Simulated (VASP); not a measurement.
Data:

```
FeS2
1.0
    3.34513     0.00000     0.00000
    0.00000     4.37120     0.00000
    0.00000     0.00000     5.33575
Fe S
2 4
Cartesian
  0.00000   0.00000   0.00000
  1.67257   2.18560   2.66788
  0.00000   0.90196   1.99952
  1.67257   3.08756   0.66835
  1.67257   1.28364   4.66740
  0.00000   3.46924   3.33623
```

Calculation: PBEsol GGA, VASP's PBE PAW potentials (set 64) (plane waves; VASP). Settings: 400 eV cut-off, Gaussian smearing of 0.050 eV, potentials Fe S.

Q: What does the run give for the band gap (along the path) with the smallest direct gap where there is one?

A: 
| Item | Result |
|---|---|
| band gap (along the path) | 0.87 eV |
| smallest direct gap (along the path) | 1.26 eV |

Total energies compare only between runs with the same potentials, cut-off and functional.

The compound is FeS2 in the marcasite structure. It was relaxed first. The run is not spin-polarised, so no magnetic state was tried.
